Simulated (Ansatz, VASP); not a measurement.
LiZn3 in VASP and in Ansatz

Contents of INCAR:

```
SYSTEM = LiZn3
PREC = Accurate
ENCUT = 520
EDIFF = 1E-7
ISMEAR = -1
SIGMA = 0.1
LREAL = .False.
LASPH = .True.
NELM = 100
ALGO = Normal
ISIF = 2
LWAVE = .False.
LCHARG = .False.
NBANDS = 28
```

Contents of KPOINTS:

```
regular mesh
0
Gamma
  6 6 6
  0 0 0
```

The input POSCAR:

```
LiZn3
1.0
    0.0000000000      3.0111100000      3.0111100000
    3.0111100000      0.0000000000      3.0111100000
    3.0111100000      3.0111100000      0.0000000000
Li Zn
1 3
Direct
   -0.0332103444      0.0332103444      0.0332103444
    0.2500000000      0.2500000000      0.2500000000
    0.7500000000      0.7500000000      0.7500000000
    0.5000000000      0.5000000000      0.5000000000
```

Input for Ansatz:

```yaml
crystal:
  lattice:
    - [0.0, 3.01111, 3.01111]
    - [3.01111, 0.0, 3.01111]
    - [3.01111, 3.01111, 0.0]
  atoms:
    - { symbol: Li, position: [-0.03321034435806065, 0.03321034435806065, 0.03321034435806065] }
    - { symbol: Zn, position: [0.25, 0.25, 0.25] }
    - { symbol: Zn, position: [0.75, 0.75, 0.75] }
    - { symbol: Zn, position: [0.5, 0.5, 0.5] }
kpoints:
  mp_grid:
    grid: [6, 6, 6]
hamiltonian:
  xc: lda
scf:
  occupations:
    method: fermi_dirac
    width: 0.1
output:
  forces: true
```

The cell comes from a database or a generator and needn't be the stable form of this composition.

Alike in both runs: task single point; functional LDA; k mesh 6 × 6 × 6; occupations fermi-dirac, width 0.1 eV; no spin polarisation.

```csv
,VASP,Ansatz
version,VASP 6.6.1,Ansatz 0.2.0
potentials or method,"VASP PAW LDA potentials, release 64 (Li_sv, Zn)","plane waves, PAW"
plane-wave cutoff (eV),520,420
valence electrons in the cell,39,39
```

|  | VASP | Ansatz | Ansatz less VASP |
| --- | --- | --- | --- |
| rms of the force components (eV/Å) | 0.210 | 0.208 | -0.0022 |

Atom by atom the forces differ by 0.002 eV/Å (rms over components).
